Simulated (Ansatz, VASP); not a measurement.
## One calculation of LaPb2, two programs

```
Pb La
1.0
    -2.06634    2.06634    5.63845
     2.06634   -2.06634    5.63845
     2.06634    2.06634   -5.63845
Pb La
2 1
Direct
  0.68639 0.68639 0.00000
  0.31361 0.31361 0.00000
  0.00000 0.00000 0.00000
```

The cell comes from a database or a generator and needn't be the stable form of this composition.

Alike in both runs: task single point; functional PBE; k mesh 9 × 9 × 9; occupations gaussian, width 0.02 eV; no spin polarisation.

|  | VASP | Ansatz |
| --- | --- | --- |
| version | VASP 6.6.1 | Ansatz 0.2.0 |
| potentials or method | VASP PAW PBE potentials, release 64 (Pb_d, La) | Ansatz PAW |
| plane-wave cutoff (eV) | 520 | 420 |
| valence electrons in the cell | 39 | 39 |

VASP gave:

| Property | Result |
| --- | --- |
| gap on the k mesh at the Fermi level (eV) | none |
| pressure (GPa) | 0.0 |
| largest component of the traceless stress (GPa) | 0.86 |
| rms of the force components (eV/Å) | 0.031 |

Q: Which values does Ansatz return?

A: gap on the k mesh at the Fermi level (eV): none; pressure (GPa): 0.1; largest component of the traceless stress (GPa): 0.87; rms of the force components (eV/Å): 0.031.

Atom by atom the forces differ by 0.000 eV/Å (rms over components). A gap of «none» marks a metal or a gap that the smearing closes.

The runs have no spin-orbit coupling, so splittings on La, Pb are missing.
